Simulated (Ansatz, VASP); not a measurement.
WF: VASP beside Ansatz

INCAR

```
SYSTEM = WF
PREC     = Accurate       ! precision mode
ENCUT    = 520            ! plane-wave cutoff, eV
EDIFF    = 1E-6           ! SCF threshold, eV
ISMEAR   = -1             ! smearing method
SIGMA    = 0.05           ! smearing width, eV
LREAL    = .FALSE.        ! projectors in reciprocal space
LASPH    = .TRUE.         ! aspherical terms in the spheres
NELM     = 80             ! most SCF steps
ALGO     = Normal         ! electronic algorithm
ISIF     = 2              ! what is computed and relaxed
LWAVE    = .FALSE.        ! write WAVECAR
LCHARG   = .TRUE.         ! write CHGCAR
GGA      = PE             ! functional
LELF     = .TRUE.         ! ELF
LVHAR    = .TRUE.       
NBANDS   = 18             ! bands
```

Contents of KPOINTS:

```
regular mesh
0
G
  11 11 11
  0 0 0
```

POSCAR

```
WF
1.0
    1.3749358928      0.7938226688      5.1031744884
   -1.3749358928      0.7938226688      5.1031744884
    0.0000000000     -1.5876352713      5.1031744884
W F
1 1
Direct
    0.8141200000      0.8141200000      0.8141200000
    0.9371200000      0.9371200000      0.9371200000
```

input.yaml

```yaml
crystal:
  lattice:
    - [1.3749358928, 0.7938226688, 5.1031744884]
    - [-1.3749358928, 0.7938226688, 5.1031744884]
    - [0.0, -1.5876352713, 5.1031744884]
  atoms:
    - { symbol: W, position: [0.81412, 0.81412, 0.81412] }
    - { symbol: F, position: [0.93712, 0.93712, 0.93712] }
hamiltonian:
  xc: pbe
  pseudopotentials: { kind: paw }
kpoints:
  mp_grid: { grid: [11, 11, 11] }
scf:
  occupations: { method: fermi_dirac, width: 0.05 }
output:
  forces: true
  stress: true
  eigenvalues: true
  write_density: true
  write_potential: true
  elf: true
  volumetric_format: npy
```

The cell was built by a generator and needn't be a form met in nature.

Alike in both runs: task single point; functional PBE; k mesh 11 × 11 × 11; occupations fermi-dirac, width 0.05 eV; no spin polarisation.

```csv
,VASP,Ansatz
version,VASP 6.6.1,Ansatz 0.2.0
potentials or method,"VASP PAW PBE potentials, release 64 (W_sv, F)",Ansatz PAW
plane-wave cutoff (eV),520,420
valence electrons in the cell,21,21
```

|  | VASP | Ansatz | Ansatz less VASP |
| --- | --- | --- | --- |
| gap on the k mesh at the Fermi level (eV) | none | none | - |
| pressure (GPa) | -1.5 | -2.5 | -1.05 |
| largest component of the traceless stress (GPa) | 0.68 | 1.30 | +0.627 |
| rms of the force components (eV/Å) | 0.011 | 0.203 | +0.1919 |

Atom by atom the forces differ by 0.214 eV/Å (rms over components). A gap of «none» marks a metal or a gap that the smearing closes.

Caveats: an odd number of electrons without spin polarisation forces a metal; a magnetic or distorted state may lie lower; the pressure holds a Pulay correction of +0.4 GPa for the finite cutoff (Ansatz). Spin-orbit coupling is left out, which matters for the levels of W.
